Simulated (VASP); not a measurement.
An input for Ansatz (written as the equivalent of a VASP run, and not itself run):

Ansatz 0.2 input:
```yaml
crystal:
  lattice:
    - [0.0000000, 2.0178987, 2.0178987]
    - [2.0178987, 0.0000000, 2.0178987]
    - [2.0178987, 2.0178987, 0.0000000]
  atoms:
    - { symbol: Al, position: [0.0000000, 0.0000000, 0.0000000] }
kpoints:
  mp_grid: { grid: [15, 15, 15] }
hamiltonian:
  xc: pbe
  pseudopotentials: { kind: paw }
scf:
  occupations: { method: methfessel_paxton, width: 0.1 }
  max_iter: 100
output: { forces: true, stress: true, eigenvalues: true }
```

Task: Translate this input to VASP (INCAR, KPOINTS, POSCAR, choice of POTCAR).

Result: Several could match; the one computed here: 
KPOINTS:
```
Automatic mesh
0
Gamma
15 15 15
0 0 0
```

### POSCAR
```
Al
1
    0.0000000000     2.0178986749     2.0178986749
    2.0178986749     0.0000000000     2.0178986749
    2.0178986749     2.0178986749     0.0000000000
Al
1
Direct
  0.0000000000   0.0000000000   0.0000000000
```

INCAR:
```
# general
SYSTEM=Al
PREC  =Accurate
ENCUT =520
LREAL =.FALSE.
LASPH =.TRUE.

# electronic loop
EDIFF =1E-7
NELM  =100
ALGO  =Normal

# smearing
ISMEAR=1
SIGMA =0.1

# functional
GGA   =PE

# ions
ISIF  =2

# output
LWAVE =.FALSE.
LCHARG=.FALSE.
```

POTCAR, in this order: Al (PBE.64 set). Program: vasp_std.

Limits of the translation: each code has its own PAW files, so the cut-off isn't converted (ENCUT is set for VASP's; basis.ecutwfc is left out, and Ansatz then takes the one that its files recommend); Ansatz stops its SCF on the density residual and VASP on the energy change (EDIFF).

The compound is Al in the fcc structure. It was relaxed first.
